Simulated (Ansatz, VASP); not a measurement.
# Ca3GeN in two plane-wave programs, part 2 of 2

Wanted: the spread between two codes on one cell, functional and k mesh. The cell is taken from a series of runs on this material, whose earlier steps may have relaxed, scaled, displaced or heated it; both programs get it as it stands.

VASP 6.6.1 and Ansatz 0.2.0.

So far: Set-up; Ansatz: relaxation of cell and atoms, PBEsol, pair 1; VASP: relaxation of cell and atoms, PBEsol, pair 1.

## Step 4: Differences

Known differences besides the potentials themselves: the cutoff is 420 eV in Ansatz and 600 eV in VASP; Ansatz makes its cores anew for this functional, VASP keeps those of its PBE data sets; Ansatz adds a Pulay correction to the stress that steers its cell, VASP none. Total energies have different zeros and are not compared.

Both answers:

```csv
quantity,Ansatz,VASP,difference
volume (Å³),107.46,108.00,-0.50 %
"edge a after relaxation, in the typed setting (Å)",4.754,4.762,-0.17 %
```

## Step 5: VASP: relaxation of cell and atoms, PBEsol, pair 2

The relaxed volume is the usual yardstick between codes: in a stiff, nearly cubic crystal its relative difference is about their pressure difference at one cell divided by the bulk modulus.

File INCAR:

```
SYSTEM = Ca3GeN
PREC = Accurate
ENCUT = 600
EDIFF = 1E-07
NELM = 120
ISMEAR = 1
SIGMA = 0.2
LREAL = .FALSE.
ALGO = Normal
GGA = PS
NBANDS = 30
LORBIT = 11
LWAVE = .FALSE.
LCHARG = .FALSE.
ISIF = 3
IBRION = 2
NSW = 80
EDIFFG = -0.005
LASPH = .TRUE.
GGA_COMPAT = .FALSE.
NELMIN = 4
KPAR = 2
```

File POSCAR:

```
Ca3GeN
1.0
    4.7543060000      0.0000000000      0.0000000000
    0.0000000000      4.7543060000      0.0000000000
    0.0000000000      0.0000000000      4.7543060000
Ca Ge N
3 1 1
Direct
    0.0000000000      0.5000000000      0.5000000000
    0.5000000000      0.0000000000      0.5000000000
    0.5000000000      0.5000000000      0.0000000000
    0.0000000000      0.0000000000      0.0000000000
    0.5000000000      0.5000000000      0.5000000000
```

File KPOINTS:

```
Automatic mesh
0
Gamma
8 8 8
0 0 0
```

The projector-augmented-wave data sets are Ca_sv, Ge_d and N (PBE family, release 64).

The run is started by

```
$ mpirun -np 2 vasp_std
```

Numbers of over 12 decimals in the logs are rounded to 6 here.

What it wrote:

```text
[banner, memory and clock lines left out]
running    2 mpi-ranks, on    1 nodes
[...]
[... a notice as in an earlier step ...]

 LDA part: xc-table for (Slater+PW92), standard interpolation
 POSCAR, INCAR and KPOINTS ok, starting setup
[...]
entering main loop
       N       E                     dE             d eps       ncg     rms          rms(c)
DAV:   1     0.577854524003E+03    0.57785E+03   -0.25855E+04  2394   0.276E+03
DAV:   2     0.531592210419E+02   -0.52470E+03   -0.51016E+03  2112   0.786E+02
DAV:   3    -0.231406784546E+02   -0.76300E+02   -0.74875E+02  3236   0.188E+02
DAV:   4    -0.280393423626E+02   -0.48987E+01   -0.48278E+01  2652   0.508E+01
[...]
DAV:  15    -0.239151922274E+02   -0.11000E-05   -0.69401E-06  2820   0.141E-02    0.451E-03
DAV:  16    -0.239151913212E+02    0.90623E-06   -0.32776E-06  2148   0.656E-03    0.391E-04
DAV:  17    -0.239151913438E+02   -0.22647E-07   -0.28177E-07  1970   0.302E-03
   1 F= -.23915191E+02 E0= -.23912155E+02  d E =-.239152E+02
[...]
2 F= -.23915590E+02 E0= -.23912516E+02  d E =-.398883E-03
 trial-energy change:   -0.000399  1 .order   -0.000410   -0.000959    0.000140
 step:   0.8657(harm=  0.8725)  dis= 0.00000  next Energy=   -23.915600 (dE=-0.408E-03)
[...]
N       E                     dE             d eps       ncg     rms          rms(c)
DAV:   1    -0.239157763204E+02   -0.18603E-03   -0.43845E-03  2334   0.675E-01    0.766E-02
DAV:   2    -0.239156476284E+02    0.12869E-03   -0.41580E-04  3088   0.172E-01    0.448E-02
DAV:   3    -0.239155990546E+02    0.48574E-04   -0.15632E-04  3416   0.992E-02    0.133E-02
DAV:   4    -0.239155981228E+02    0.93177E-06   -0.40713E-05  3134   0.257E-02    0.910E-03
DAV:   5    -0.239155986087E+02   -0.48590E-06   -0.20168E-06  2830   0.102E-02    0.703E-03
DAV:   6    -0.239156013266E+02   -0.27179E-05   -0.24240E-06  2832   0.115E-02    0.124E-03
DAV:   7    -0.239156015596E+02   -0.23298E-06   -0.14367E-07  1742   0.326E-03    0.687E-04
DAV:   8    -0.239156016961E+02   -0.13657E-06   -0.43115E-08  1194   0.145E-03    0.202E-04
DAV:   9    -0.239156017063E+02   -0.10222E-07   -0.13109E-08  1176   0.930E-04
   3 F= -.23915602E+02 E0= -.23912533E+02  d E =-.410363E-03
[...]
reached required accuracy - stopping structural energy minimisation
```

From OUTCAR (step 5):

```text
  Total       -0.0031418     -0.0031418     -0.0031418      0.0000000     -0.0000000      0.0000000
  in kB       -0.0466282     -0.0466282     -0.0466282      0.0000000     -0.0000000      0.0000000
  external PRESSURE =      -0.0466282 kB  Pullay stress =       0.0000000 kB

 POSITION                                       TOTAL-FORCE (eV/Angst)
 -----------------------------------------------------------------------------------
     -0.00000      2.38077      2.38077         0.000000      0.000000      0.000000
      2.38077     -0.00000      2.38077         0.000000      0.000000      0.000000
      2.38077      2.38077      0.00000        -0.000000     -0.000000      0.000000
      0.00000      0.00000      0.00000        -0.000000     -0.000000      0.000000
      2.38077      2.38077      2.38077        -0.000000     -0.000000      0.000000
 -----------------------------------------------------------------------------------
    total drift:                               -0.000000      0.000000     -0.000000

  FREE ENERGIE OF THE ION-ELECTRON SYSTEM (eV)
  ---------------------------------------------------
  free  energy   TOTEN  =       -23.9156017063 eV

  energy  without entropy=      -23.9063950671  energy(sigma->0) =      -23.91253283

[... 2 parts as in an earlier step ...]

[... 2 further parts left out ...]
[key lines of the parts left out:]
E-fermi :   3.0944
```

## Step 6: Ansatz: relaxation of cell and atoms, PBEsol, pair 2

The same cell, functional, mesh and smearing now go to Ansatz, which takes its cutoff from its data sets.

The cell is taken from a series of runs on this material, whose earlier steps may have relaxed, scaled, displaced or heated it; both programs get it as it stands.

File input.yaml:

```yaml
crystal:
  lattice:
    - [4.7543063384, 0.0, 0.0]
    - [0.0, 4.7543063384, 0.0]
    - [0.0, 0.0, 4.7543063384]
  atoms:
    - { symbol: Ca, position: [0.0, 0.5, 0.5] }
    - { symbol: Ca, position: [0.5, 0.0, 0.5] }
    - { symbol: Ca, position: [0.5, 0.5, 0.0] }
    - { symbol: Ge, position: [0.0, 0.0, 0.0] }
    - { symbol: "N", position: [0.5, 0.5, 0.5] }
kpoints:
  mp_grid: { grid: [8, 8, 8] }
hamiltonian:
  xc: pbesol
  pseudopotentials: { kind: paw, azcp: { folder: soft_1 }, xc_functional: pbe }
scf:
  occupations: { method: methfessel_paxton, width: 0.2 }
output:
  forces: true
  stress: true
  eigenvalues: true
relax:
  adjacent_minimum: "off"
  f_tol: 0.001
  max_steps: 60
  cell: { stress_tol: 0.01 }
```

The run is started by

```
$ ansatz run input.yaml --threads 4 --pin off --max-ram 10240MiB --backend cpu --events-out ev --progress --plain --runs-dir out
```

What it wrote:

```text
[...]
Crystal: 5 atoms, lattice volume = 107.464 Å³
Basis set: ecut = 420 eV, 2103 PW (Γ), exchange–correlation on 64×64×64 points (8 copies of the dense FFT grid, shifted against one another)
Bands: 30, of which v1, the nominal top of the filled ones, is band 25 counted from 1 (24 counted from 0)
Symmetry: 48 space group operations
[...]
k-points: 35 of 512
[...]
--- Relaxed structure (2 steps of the walk, 2 accepted, 1 SCFs on fresh bases) ---
[...]
cell:  # Å, volume = 107.5144 Å³
    - [4.755054, 0, 0]
    - [0.0, 4.755054, 0.0]
    - [0, 0, 4.755054]
  atoms:
    - { symbol: Ca, position: [0, 0.5, 0.5] }
    - { symbol: Ca, position: [0.5, 0, 0.5] }
    - { symbol: Ca, position: [0.5, 0.5, 0] }
    - { symbol: Ge, position: [0, 0, 0] }
    - { symbol: N, position: [0.5, 0.5, 0.5] }
[key lines of the parts left out:]
SCF converged after 9 iterations
Free energy (F): -10017.190956 eV
Fermi energy:    7.585471 eV
P = ⅓ Tr σ = -0.0065 GPa (-0.065 kbar)
```

## Step 7: Comparison

The two programs side by side:

```csv
quantity,Ansatz,VASP,difference
volume (Å³),107.51,107.95,-0.41 %
"edge a after relaxation, in the typed setting (Å)",4.755,4.761,-0.13 %
```

## Step 8: What came out

```json
{"difference in volume (relaxation of cell and atoms, PBEsol, pair 1)": "-0.50 %", "difference in volume (relaxation of cell and atoms, PBEsol, pair 2)": "-0.41 %"}
```

The difference in volume is -0.50 % (relaxation of cell and atoms, PBEsol, pair 1), within the 1.2 % picked in this series as the mark of a large difference, as far as the stopping tolerances let one tell. Such differences can come from data sets, numerical settings and the points named under the comparisons, not from the functional's error against experiment.

[Lines on the potential files, build, host, timing and source positions are cut from VASP's logs without a mark.]

[Logs are printed without paths, hosts, clocks, repeated set-up lines and the standing remarks that a program may print on its own settings, such as how far it seeks lower states.]

[Hosts, paths, dates, database ids (printed as entryN), source tags and the programs' standing remarks are cut or masked in the printed files.]
